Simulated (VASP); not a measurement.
Output of a VASP run:

### OUTCAR
```
 ion  position               nearest neighbor table
   1  0.000  0.000  0.000-   2 2.45   2 2.45   2 2.45   2 2.45
   2  0.250  0.250  0.250-   1 2.45   1 2.45   1 2.45   1 2.45
  LATTYP: Found a face centered cubic cell.
 ALAT       =     5.6500000000
 Subroutine PRICEL returns:
 Original cell was already a primitive cell.
 Subroutine GETGRP returns: Found 24 space group operations
The static configuration has the point symmetry T_d .
The dynamic configuration has the point symmetry T_d .
 Subroutine INISYM returns: Found 24 space group operations
 Subroutine IBZKPT returns following result:
 Found     20 irreducible k-points:

 Following reciprocal coordinates:
            Coordinates               Weight
  0.000000  0.000000  0.000000      1.000000
  0.142857  0.000000  0.000000      8.000000
  0.285714  0.000000  0.000000      8.000000
  0.428571  0.000000  0.000000      8.000000
  0.142857  0.142857  0.000000      6.000000
  0.285714  0.142857  0.000000     24.000000
  0.428571  0.142857  0.000000     24.000000
 -0.428571  0.142857  0.000000     24.000000
 -0.285714  0.142857  0.000000     24.000000
 -0.142857  0.142857  0.000000     12.000000
  0.285714  0.285714  0.000000      6.000000
  0.428571  0.285714  0.000000     24.000000
 -0.428571  0.285714  0.000000     24.000000
 -0.285714  0.285714  0.000000     12.000000
  0.428571  0.428571  0.000000      6.000000
 -0.428571  0.428571  0.000000     12.000000
  0.428571  0.285714  0.142857     24.000000
 -0.428571  0.285714  0.142857     48.000000
 -0.428571  0.428571  0.142857     24.000000
 -0.285714  0.428571  0.142857     24.000000
   k-points           NKPTS =     20   k-points in BZ     NKDIM =     20   number of bands    NBANDS=      8
   number of dos      NEDOS =    301   number of ions     NIONS =      2
   total plane-waves  NPLWV =  27000
   dimension x,y,z NGX =    30 NGY =   30 NGZ =   30
   dimension x,y,z NGXF=    60 NGYF=   60 NGZF=   60
   ions per type =               1   1
   PREC   = accura    normal or accurate (medium, high low for compatibility)
   ISTART =      0    job   : 0-new  1-cont  2-samecut
   ICHARG =      2    charge: 1-file 2-atom 10-const
   ISPIN  =      1    spin polarized calculation?
   LNONCOLLINEAR =      F non collinear calculations
   LSORBIT =      F    spin-orbit coupling
   INIWAV =      1    electr: 0-lowe 1-rand  2-diag
   ENCUT  =  480.0 eV  35.28 Ry    5.94 a.u.   7.14  7.14  7.14*2*pi/ulx,y,z
   NELM   =    100;   NELMIN=  2; NELMDL= -5     # of ELM steps
   EDIFF  = 0.1E-05   stopping-criterion for ELM
   LREAL  =      F    real-space projection
   NLSPLINE    = F    spline interpolate recip. space projectors
   LMAXMIX     =    4 max onsite mixed and CHGCAR
   VOSKOWN=      0    Vosko Wilk Nusair interpolation
   EDIFFG = -.1E-01   stopping-criterion for IOM
   NSW    =     60    number of steps for IOM
   NBLOCK =      1;   KBLOCK =     60    inner block; outer block
   IBRION =      2    ionic relax: 0-MD 1-quasi-New 2-CG
   NFREE  =      1    steps in history (QN), initial steepest desc. (CG)
   ISIF   =      3    stress and relaxation
   ISYM   =      2    0-nonsym 1-usesym 2-fastsym
   TEIN   =    0.0    initial temperature
   TEBEG  =    0.0;   TEEND  =   0.0 temperature during run
   SMASS  =  -3.00    Nose mass-parameter (am)
   PSTRESS=    0.0 pullay stress
   NELECT =       8.0000    total number of electrons
   EFERMI =   0.00;   METHOD = LEGACY
   ISMEAR =     0;   SIGMA  =   0.05  broadening in eV -4-tet -1-fermi 0-gaus
   IALGO  =     38    algorithm
   LDIAG  =      T    sub-space diagonalisation (order eigenvalues)
   IMIX   =      4    mixing-type and parameters
     AMIX     =   0.40;   BMIX     =  1.00
     AMIX_MAG =   1.60;   BMIX_MAG =  1.00
     AMIN     =   0.10
   GGA     = PE    functional components
   VOSKOWN =     0    Vosko Wilk Nusair interpolation
   LHFCALC =     F    Hartree Fock is set to
   LHFONE  =     F    Hartree Fock one center treatment
...
```

File OSZICAR:
```
       N       E                     dE             d eps       ncg     rms          rms(c)
DAV:   1     0.181504774087E+02    0.18150E+02   -0.34405E+03   320   0.792E+02
DAV:   2    -0.782715223375E+01   -0.25978E+02   -0.24809E+02   464   0.985E+01
DAV:   3    -0.842067828561E+01   -0.59353E+00   -0.59353E+00   368   0.191E+01
DAV:   4    -0.842255203468E+01   -0.18737E-02   -0.18737E-02   504   0.119E+00
DAV:   5    -0.842255259575E+01   -0.56107E-06   -0.56121E-06   360   0.178E-02    0.390E+00
DAV:   6    -0.827845000143E+01    0.14410E+00   -0.25859E-01   352   0.240E+00    0.229E+00
DAV:   7    -0.824441330844E+01    0.34037E-01   -0.13564E-01   408   0.195E+00    0.598E-01
DAV:   8    -0.824399825517E+01    0.41505E-03   -0.10431E-02   352   0.617E-01    0.926E-02
DAV:   9    -0.824423897565E+01   -0.24072E-03   -0.43370E-04   472   0.164E-01    0.524E-02
DAV:  10    -0.824434008942E+01   -0.10111E-03   -0.13708E-04   376   0.859E-02    0.884E-03
DAV:  11    -0.824434293552E+01   -0.28461E-05   -0.13070E-05   480   0.190E-02    0.550E-03
DAV:  12    -0.824434341985E+01   -0.48433E-06   -0.16353E-06   312   0.914E-03
   1 F= -.82443434E+01 E0= -.82443434E+01  d E =-.824434E+01
       N       E                     dE             d eps       ncg     rms          rms(c)
DAV:   1    -0.835805186523E+01   -0.11371E+00   -0.22455E+00   344   0.816E+00    0.138E+00
DAV:   2    -0.829163983315E+01    0.66412E-01   -0.12954E-01   328   0.205E+00    0.660E-01
DAV:   3    -0.827349417104E+01    0.18146E-01   -0.55595E-02   368   0.121E+00    0.206E-01
DAV:   4    -0.827194484199E+01    0.15493E-02   -0.34108E-03   336   0.328E-01    0.835E-02
DAV:   5    -0.827186962048E+01    0.75222E-04   -0.28512E-04   416   0.110E-01    0.587E-02
DAV:   6    -0.827188955629E+01   -0.19936E-04   -0.36747E-05   384   0.391E-02    0.132E-02
DAV:   7    -0.827188665628E+01    0.29000E-05   -0.99879E-06   368   0.142E-02    0.164E-03
DAV:   8    -0.827188717673E+01   -0.52045E-06   -0.96307E-07   328   0.764E-03
   2 F= -.82718872E+01 E0= -.82717623E+01  d E =-.275438E-01
       N       E                     dE             d eps       ncg     rms          rms(c)
DAV:   1    -0.828559813204E+01   -0.13711E-01   -0.21900E-01   344   0.262E+00    0.430E-01
DAV:   2    -0.827945236188E+01    0.61458E-02   -0.11134E-02   328   0.598E-01    0.206E-01
DAV:   3    -0.827771550666E+01    0.17369E-02   -0.53301E-03   368   0.374E-01    0.776E-02
DAV:   4    -0.827758661996E+01    0.12889E-03   -0.29368E-04   320   0.962E-02    0.324E-02
DAV:   5    -0.827757858133E+01    0.80386E-05   -0.30192E-05   416   0.355E-02    0.199E-02
DAV:   6    -0.827757870366E+01   -0.12233E-06   -0.31052E-06   376   0.113E-02
   3 F= -.82775787E+01 E0= -.82775663E+01  d E =-.332353E-01
```

File OUTCAR:
```
------------------------ aborting loop because EDIFF is reached ----------------------------------------
  FORCE on cell =-STRESS in cart. coord.  units (eV):
  Direction    XX          YY          ZZ          XY          YZ          ZX
  --------------------------------------------------------------------------------------
  Total       -0.0014448     -0.0014448     -0.0014448      0.0000000     -0.0000000      0.0000000
  in kB       -0.0484244     -0.0484244     -0.0484244      0.0000000     -0.0000000      0.0000000
  external PRESSURE =      -0.0484244 kB  Pullay stress =       0.0000000 kB
  volume of cell :       47.80
      direct lattice vectors                 reciprocal lattice vectors
     0.000000000  2.880552605  2.880552605    -0.173577806  0.173577806  0.173577806
     2.880552605  0.000000000  2.880552605     0.173577806 -0.173577806  0.173577806
     2.880552605  2.880552605  0.000000000     0.173577806  0.173577806 -0.173577806
  FREE ENERGIE OF THE ION-ELECTRON SYSTEM (eV)
  ---------------------------------------------------
  free  energy   TOTEN  =        -8.2775787037 eV

  energy  without entropy=       -8.2775539716  energy(sigma->0) =       -8.27756634

 reached required accuracy - stopping structural energy minimisation
```
(Selected blocks of OUTCAR.)

POSCAR:
```
GaAs
1
    0.0000000000     2.8250000000     2.8250000000
    2.8250000000     0.0000000000     2.8250000000
    2.8250000000     2.8250000000     0.0000000000
Ga As
1 1
Direct
  0.0000000000   0.0000000000   0.0000000000
  0.2500000000   0.2500000000   0.2500000000
```

Question: Reconstruct the remaining input files.

Answer: This is not unique; one that fits is the input of the run itself, PBE GGA, plane waves, VASP's PBE PAW potentials (set 64).

### KPOINTS
```
Automatic mesh
0
Gamma
7 7 7
0 0 0
```

### INCAR
```
! general
SYSTEM  = GaAs
PREC    = Accurate
ENCUT   = 480   ! plane-wave cut-off (eV)
LREAL   = .FALSE.   ! projection in real space or not
LASPH   = .TRUE.

! electronic loop
EDIFF   = 1E-6
NELM    = 100
ALGO    = Normal   ! blocked Davidson
LMAXMIX = 4   ! l cut-off of mixed one-centre charges

! smearing
ISMEAR  = 0
SIGMA   = 0.05   ! width (eV)

! functional
GGA     = PE   ! PBE

! ions
IBRION  = 2   ! conjugate gradients
NSW     = 60
ISIF    = 3
EDIFFG  = -0.01

! output
LWAVE   = .FALSE.
LCHARG  = .FALSE.
```

POTCAR, in this order: Ga As (PBE.64 set). Program: vasp_std.

Energy and stress use the plane-wave basis of the starting cell.

The compound is GaAs in the zinc blende structure. This run relaxes it. Symmetry was kept, so distortions that lower it aren't found.
